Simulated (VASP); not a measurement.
Data:

```
CELL_PARAMETERS angstrom
      2.77197     0.00000     0.00000
      0.00000     2.77197     0.00000
      0.00000     0.00000     3.98853
ATOMIC_POSITIONS crystal
  Ti 0.00000 0.00000 0.00000
  Al 0.50000 0.50000 0.50000
```

Computed with LDA (Ceperley-Alder, Perdew-Zunger), VASP's LDA PAW potentials (set 64) (plane waves; VASP 6.6.1). Settings: 520 eV cut-off, Gaussian smearing of 0.050 eV, potentials Ti_sv Al.

Estimate the band gap (along the path) with the smallest direct gap where there is one.

- band gap (along the path) = none (metal, semimetal or under 0.01 eV)

Total energies compare only between runs with the same potentials, cut-off and functional.

The compound is TiAl in the L1_0 structure. It was relaxed first, which changed the volume by -6 %. The electron count is odd and the run is not spin-polarised, which forces a metal.
